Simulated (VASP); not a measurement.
Output of a VASP run:

File OSZICAR:
```
       N       E                     dE             d eps       ncg     rms          rms(c)
DAV:   1     0.240607329068E+03    0.24061E+03   -0.17346E+04  3612   0.214E+03
DAV:   2    -0.147537827350E+02   -0.25536E+03   -0.24686E+03  3527   0.373E+02
DAV:   3    -0.289271479239E+02   -0.14173E+02   -0.13430E+02  3581   0.120E+02
DAV:   4    -0.291374327396E+02   -0.21028E+00   -0.20947E+00  3702   0.155E+01
DAV:   5    -0.291431333314E+02   -0.57006E-02   -0.56998E-02  4942   0.206E+00    0.212E+01
DAV:   6    -0.262830922180E+02    0.28600E+01   -0.40256E+01  3632   0.998E+01    0.195E+01
DAV:   7    -0.293060876856E+02   -0.30230E+01   -0.22628E+01  4167   0.123E+02    0.265E+01
DAV:   8    -0.248646513834E+02    0.44414E+01   -0.16867E+01  4318   0.579E+01    0.567E+00
DAV:   9    -0.249982060963E+02   -0.13355E+00   -0.67236E-01  3907   0.104E+01    0.333E+00
DAV:  10    -0.249688493298E+02    0.29357E-01   -0.11662E-01  4921   0.853E+00    0.155E+00
DAV:  11    -0.249644939506E+02    0.43554E-02   -0.35936E-02  5251   0.275E+00    0.104E+00
DAV:  12    -0.249667717970E+02   -0.22778E-02   -0.69433E-03  4321   0.208E+00    0.281E-01
DAV:  13    -0.249668911890E+02   -0.11939E-03   -0.19549E-03  4856   0.649E-01    0.953E-02
DAV:  14    -0.249669518942E+02   -0.60705E-04   -0.20228E-04  4031   0.159E-01    0.107E-01
DAV:  15    -0.249669492241E+02    0.26701E-05   -0.89165E-05  4374   0.275E-01    0.172E-02
DAV:  16    -0.249669493150E+02   -0.90906E-07   -0.17094E-05  4273   0.425E-02    0.159E-02
DAV:  17    -0.249669492956E+02    0.19466E-07   -0.14945E-06  4685   0.281E-02    0.350E-03
DAV:  18    -0.249669490924E+02    0.20310E-06   -0.35874E-07  2810   0.836E-03    0.269E-03
DAV:  19    -0.249669491299E+02   -0.37449E-07   -0.94215E-08  1826   0.479E-03
   1 F= -.24966949E+02 E0= -.24966342E+02  d E =-.182116E-02  mag=     4.5867
```

File OUTCAR:
```
------------------------ aborting loop because EDIFF is reached ----------------------------------------
  FORCE on cell =-STRESS in cart. coord.  units (eV):
  Direction    XX          YY          ZZ          XY          YZ          ZX
  --------------------------------------------------------------------------------------
  Total        1.6004857      1.6004857      1.6004857     -0.0000000      0.0000000     -0.0000000
  in kB       59.3995979     59.3995979     59.3995979     -0.0000000      0.0000000     -0.0000000
  external PRESSURE =      59.3995979 kB  Pullay stress =       0.0000000 kB
  volume of cell :       43.17
      direct lattice vectors                 reciprocal lattice vectors
     3.508000361  0.000000000  0.000000000     0.285062685  0.000000000  0.000000000
     0.000000000  3.508000361  0.000000000     0.000000000  0.285062685  0.000000000
     0.000000000  0.000000000  3.508000361     0.000000000  0.000000000  0.285062685
 POSITION                                       TOTAL-FORCE (eV/Angst)
 -----------------------------------------------------------------------------------
      0.00000      0.00000      0.00000         0.000000      0.000000      0.000000
      0.00000      1.75400      1.75400         0.000000      0.000000      0.000000
      1.75400      0.00000      1.75400         0.000000      0.000000      0.000000
      1.75400      1.75400      0.00000         0.000000      0.000000      0.000000
 -----------------------------------------------------------------------------------
    total drift:                                0.000000      0.000000      0.000000
  FREE ENERGIE OF THE ION-ELECTRON SYSTEM (eV)
  ---------------------------------------------------
  free  energy   TOTEN  =       -24.9669491299 eV

  energy  without entropy=      -24.9651279694  energy(sigma->0) =      -24.96634208

 total charge

# of ion       s       p       d       tot
------------------------------------------
    1        0.486   0.526   6.140   7.152
    2        0.516   0.536   8.343   9.394
    3        0.516   0.536   8.343   9.394
    4        0.516   0.536   8.343   9.394
--------------------------------------------------
tot          2.034   2.132  31.168  35.334

 magnetization (x)

# of ion       s       p       d       tot
------------------------------------------
    1        0.011  -0.001   2.839   2.849
    2       -0.016  -0.045   0.647   0.585
    3       -0.016  -0.045   0.647   0.585
    4       -0.016  -0.045   0.647   0.585
--------------------------------------------------
tot         -0.037  -0.137   4.780   4.605
```
(Selected blocks of OUTCAR.)

### POSCAR
```
Ni3Fe
1
    3.5080003605     0.0000000000     0.0000000000
    0.0000000000     3.5080003605     0.0000000000
    0.0000000000     0.0000000000     3.5080003605
Fe Ni
1 3
Direct
  0.0000000000   0.0000000000   0.0000000000
  0.0000000000   0.5000000000   0.5000000000
  0.5000000000   0.0000000000   0.5000000000
  0.5000000000   0.5000000000   0.0000000000
```

Task: Write an INCAR and KPOINTS that could have produced this output.

Result: This is not unique; one that fits is the input of the run itself, PBE GGA, plane waves, VASP's PBE PAW potentials (set 64).

INCAR:
```
! general
SYSTEM  = Ni3Fe
PREC    = Accurate
ENCUT   = 520
LREAL   = .FALSE.
LASPH   = .TRUE.   ! aspherical one-centre terms

! electronic loop
EDIFF   = 1E-7   ! SCF stop (eV)
NELM    = 100
ALGO    = Normal   ! blocked Davidson
LMAXMIX = 4   ! l cut-off of mixed one-centre charges

! smearing
ISMEAR  = 1   ! Methfessel-Paxton
SIGMA   = 0.1   ! width (eV)

! functional
GGA     = PE   ! PBE

! spin
ISPIN   = 2
MAGMOM  = 2.9 0.6 0.6 0.6

! ions
ISIF    = 2   ! forces and stress, cell fixed

! output
LWAVE   = .FALSE.
LCHARG  = .FALSE.
LORBIT  = 10
```

File KPOINTS:
```
Automatic mesh
0
Gamma
9 9 9
0 0 0
```

POTCAR, in this order: Fe Ni (PBE.64 set). Program: vasp_std.

The compound is Ni3Fe in the L1_2 structure. This cell is one point of a volume scan, at 0.97 of the reference volume.
